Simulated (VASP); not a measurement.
Here is the system:

```
CSi
1.0
    0.00000     2.20869     2.20869
    2.20869     0.00000     2.20869
    2.20869     2.20869     0.00000
Si C
1 1
Direct
  0.00000   0.00000   0.00000
  0.25000   0.25000   0.25000
```

Computed with PBE GGA, VASP's PBE PAW potentials (set 64) (plane waves; VASP). Numerical set-up: PREC = Normal, 500 eV cut-off, 4×4×4 Γ-centred mesh, Gaussian smearing of 0.010 eV, potentials Si_GW C_GW_new.

Give the stress tensor in GPa (positive for a compressed cell).

```
-4.66   0.00   0.00
 0.00  -4.66   0.00
 0.00   0.00  -4.66
```
The pressure is its mean diagonal, -4.66 GPa.

The compound is SiC in the zinc blende structure. This cell is one point of a volume scan, at 1.04 of the reference volume. The k-mesh is coarse (spacing up to 0.62 per Å, 2π included), so the numbers may not be converged in it.
